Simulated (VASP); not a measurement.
Given:

```yaml
crystal:
  lattice:
    - [2.06401, -3.57496, 0.00000]
    - [2.06401, 3.57496, 0.00000]
    - [0.00000, 0.00000, 6.99994]
  atoms:
    - { symbol: Mg, position: [0.97203, 0.02797, 0.00000] }
    - { symbol: I, position: [0.33333, 0.66667, 0.23826] }
    - { symbol: I, position: [0.66667, 0.33333, 0.76174] }
```

The numbers are results of PBEsol GGA, VASP's PBE PAW potentials (set 64) (plane waves; VASP), not measurements. Numerical set-up: 480 eV cut-off, 6×6×4 Γ-centred mesh, Gaussian smearing of 0.050 eV, potentials Mg I.

Without a dispersion term in the relaxation, distances and binding between the weakly bound layers, chains or molecules are unreliable, and so is what depends on them.

Task: Which forces act on the atoms, in eV/Å?

Result: 
```csv
atom,Fx,Fy,Fz
Mg1,0.000,-0.534,0.031
I2,0.000,0.191,0.079
I3,0.000,0.343,-0.111
```

Task: Give the stress tensor in GPa (positive for a compressed cell).

Result: 
```
 0.22   0.00   0.00
 0.00   0.50  -0.40
 0.00  -0.40   0.53
```
The pressure is its mean diagonal, 0.42 GPa.

The compound is MgI2 in the 1T layered structure. This cell was strained or had an atom moved on purpose.
